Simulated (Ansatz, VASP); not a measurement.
# Two plane-wave programs on GeSb3O2

Contents of INCAR:

```
ALGO = Normal ; EDIFF = 1E-6
ENCUT = 520 ; GGA = PE
ISIF = 2 ; ISMEAR = 0
LASPH = T ; LCHARG = F
LREAL = F ; LWAVE = F
NBANDS = 30 ; NELM = 60
PREC = Accurate ; SIGMA = 0.1
```

Contents of KPOINTS:

```
k-points
0
Gamma
  6 6 2
```

The input POSCAR:

```
GeSb3O2
1.0
    4.2130143400      0.0000000000      0.0000000000
   -2.1065071700      3.6485774400      0.0000000000
    0.0000000000      0.0000000000      8.8725395400
Ge Sb O
1 3 2
Direct
    0.6666666700      0.3333333300      0.0000000000
    0.6666666700      0.3333333300      0.5000000000
    0.0000000000      0.0000000000      0.0000000000
    0.0000000000      0.0000000000      0.5000000000
    0.3333333300      0.6666666700      0.2462391900
    0.3333333300      0.6666666700      0.7537608100
```

Input for Ansatz:

```yaml
crystal:
  lattice:
    - [4.21301434, 0.0, 0.0]
    - [-2.10650717, 3.64857744, 0.0]
    - [0.0, 0.0, 8.87253954]
  atoms:
    - { symbol: Ge, position: [0.66666667, 0.33333333, 0.0] }
    - { symbol: Sb, position: [0.66666667, 0.33333333, 0.5] }
    - { symbol: Sb, position: [0.0, 0.0, 0.0] }
    - { symbol: Sb, position: [0.0, 0.0, 0.5] }
    - { symbol: O, position: [0.33333333, 0.66666667, 0.24623919] }
    - { symbol: O, position: [0.33333333, 0.66666667, 0.75376081] }
basis:
  ecutwfc: 420
kpoints:
  mp_grid: { grid: [6, 6, 2] }
hamiltonian:
  xc: pbe
scf:
  occupations: { method: gaussian, width: 0.1 }
  lower_state_search: "off"
output:
  forces: true
  stress: true
  eigenvalues: true
```

Change from the starting cell: species swapped into the La2CuSi3 type (P-6m2, No. 187).

Alike in both runs: task single point; functional PBE; k mesh 6 × 6 × 2; occupations gaussian, width 0.1 eV; no spin polarisation.

|  | VASP | Ansatz |
| --- | --- | --- |
| version | VASP 6.6.1 | Ansatz 0.2.0 |
| potentials or method | VASP PAW PBE potentials, release 64 (Ge_d, Sb, O) | scalar-relativistic, plane waves, PAW |
| plane-wave cutoff (eV) | 520 | 420 |
| valence electrons in the cell | 41 | 71 |

Ansatz gave:

| Quantity | Value |
| --- | --- |
| gap on the k mesh at the Fermi level (eV) | none |
| pressure (GPa) | 12.6 |
| largest component of the traceless stress (GPa) | 25.71 |
| rms of the force components (eV/Å) | 0.026 |

Which values does VASP return?

gap on the k mesh at the Fermi level (eV): none; pressure (GPa): 12.7; largest component of the traceless stress (GPa): 25.85; rms of the force components (eV/Å): 0.022.

Atom by atom the forces differ by 0.004 eV/Å (rms over components). A gap of «none» marks a metal or a gap that the smearing closes. The two sets of potentials don't hold the same shells in valence.

Caveats: an odd number of electrons without spin polarisation forces a metal; a magnetic or distorted state may lie lower. The runs have no spin-orbit coupling, so splittings on Sb are missing.
